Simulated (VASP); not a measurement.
Set up this calculation in VASP 6.6.1, as the native input.

```yaml
Task: single point
Functional: PBEsol
Potentials_or_basis: VASP PAW PBE potentials, release 64 (Cu, Ga_d, P)
Cutoff: 350 eV
k_mesh: 2 × 3 × 3
Occupations: gaussian, width 0.03 eV
Spin: collinear spin, ferromagnetic start
Starting_moments: "[2.0, 0.0, 0.0, 0.0, 0.0, 0.0, 0.0, 0.0, 0.0, 0.0, 0.0, 0.0, 0.0, 0.0, 0.0, 0.0, 0.0, 0.0, 0.0, 0.0, 0.0, 0.0, 0.0, 0.0] μB"
Fixed_moment: 2 μB
Hubbard_terms: Cu d U = 5 eV
Dq: 0
Further_INCAR_settings: LREAL = Auto; ALGO = Normal; EDIFF = 1e-05; NBANDS = 129; ISYM = 0
```

The structure of Ga11CuP12 (a cell with a defect) lies in POSCAR:

```
Ga11CuP12                               
1.0
    0.0000000000      8.1757500000      8.1757500000
    5.4505000000      0.0000000000      5.4505000000
    5.4505000000      5.4505000000      0.0000000000
  Cu              Ga              P             
     1    11    12
Direct
     0.9985365811390715    0.0006550261406407    0.0013206874077931
     0.0019460405873064    0.0024892818739523    0.4975110340615031
     0.0006784374349500    0.4992132746260755    0.0019046915452284
     0.0003769875593564    0.4986322795254134    0.4990607266311593
     0.3293333867264717    0.0018280038390721    0.0028010201584559
     0.3287170009268871    0.0017708273296045    0.5027135693112896
     0.3285737942107487    0.5026755517955601    0.0018750149981345
     0.3304926501841765    0.4994170993003335    0.5021940036407014
     0.6672303057892268    0.9999638975439791    0.0039933331297154
     0.6669718586819339    0.9985379244245189    0.4990837732526233
     0.6661281126133142    0.4930532360810041    0.0053930188661806
     0.6655458647745089    0.4975455577425451    0.5028845617318241
     0.0800252334888398    0.1227182284377579    0.1212335519755435
     0.0801970593110119    0.1220725142984197    0.6366707376911324
     0.0798525762104771    0.6360411476313523    0.1225133259334056
     0.0811782447857478    0.6265311594531286    0.6260373720077936
     0.4160309705399513    0.1256830708753819    0.1259855785338191
     0.4162553802224979    0.1235348846970921    0.6262555315323117
     0.4152985559442884    0.6249084096783957    0.1261954648208143
     0.4156417301426909    0.6247618763503365    0.6254446565976109
     0.7578725160787786    0.1182159081225841    0.1242089552952163
     0.7507071085417029    0.1219662075871482    0.6270086048108165
     0.7496924434204338    0.6230567355713712    0.1270899393707215
     0.7495271606856353    0.6220698970743365    0.6282338466961916
```

One way to write it, as run:

INCAR

```
SYSTEM = Ga11CuP12
ALGO     = Normal         ! electronic algorithm
EDIFF    = 1E-5           ! SCF threshold, eV
ENCUT    = 350            ! plane-wave cutoff, eV
GGA      = PS             ! functional
ISIF     = 2              ! what is computed and relaxed
ISMEAR   = 0              ! smearing method
ISPIN    = 2              ! spin polarisation
ISYM     = 0            
KPAR     = 4            
LASPH    = .True.         ! aspherical terms in the spheres
LCHARG   = .False.        ! write CHGCAR
LDAU     = .True.         ! DFT+U
LDAUJ    = 0 0 0        
LDAUL    = 2 -1 -1        ! shell
LDAUPRINT= 1            
LDAUTYPE = 2            
LDAUU    = 5 0 0          ! U, eV
LMAXMIX  = 4              ! l up to which the mixer works
LORBIT   = 11             ! projections on sites
LREAL    = Auto         
LWAVE    = .False.        ! write WAVECAR
MAGMOM   = 2 0 0 0 0 0 0 0 0 0 0 0 0 0 0 0 0 0 0 0 0 0 0 0 ! initial moments
NBANDS   = 129            ! bands
NELM     = 120            ! most SCF steps
NUPDOWN  = 2              ! fixed moment
PREC     = Accurate       ! precision mode
SIGMA    = 0.03           ! smearing width, eV
```

KPOINTS

```
k-points
0
Gamma
  2 3 3
  0 0 0
```

Potentials or basis: VASP PAW PBE potentials, release 64 (Cu, Ga_d, P).

Run with:

```sh
$ cat potpaw_PBE.64/Cu/POTCAR potpaw_PBE.64/Ga_d/POTCAR potpaw_PBE.64/P/POTCAR > POTCAR
$ mpirun -np 4 vasp_std > vasp.out
```

It gave:

```yaml
Pressure: -1.8 GPa
Largest_force: 0.164 eV/Å
Net_moment: 2.00 μB per cell
Site_moments: Cu +0.24; Ga +0.02, +0.01; P +0.14, +0.13, +0.03, +0.07, +0.04, +0.12 μB
Valence_electrons_inside_the_program's_atomic_spheres: Cu 10.18; Ga 11.71, 11.72; P 2.49, 2.52, 2.51
```

Caveat: the cutoff is under 1.25 times the usual one of these potentials, so pressure, stress and relaxed cells hold a basis-set (Pulay) error; the PAW data sets were made with another functional, which shifts forces and pressure a little; the total moment is fixed, so each spin has its own Fermi level; the U is typed as a test and isn't derived for this compound.

Run time: 10 min on 4 MPI ranks on Intel(R) Xeon(R) Platinum 8488C (Sapphire Rapids), with other jobs on the host, peak memory 0.83 GiB a rank.
